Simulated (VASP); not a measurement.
```xyz
3
Lattice="0.0000 2.9885 2.9885 2.9885 0.0000 2.9885 2.9885 2.9885 0.0000" Properties=species:S:1:pos:R:3 pbc="T T T"
Li     1.4942     1.4942     1.4942
Li     4.4827     4.4827     4.4827
Se     0.0000     2.9885     2.9885
```

Method: rev-vdW-DF2, VASP's PBE PAW potentials (set 64) (plane waves; VASP). Settings: 520 eV cut-off, 7×7×7 Γ-centred mesh, tetrahedra with Blöchl corrections, potentials Li_sv Se.

Predict the energy per atom (σ→0).

- energy per atom (σ→0): -2.780 eV/atom

The compound is Li2Se in the antifluorite structure. It was relaxed first.
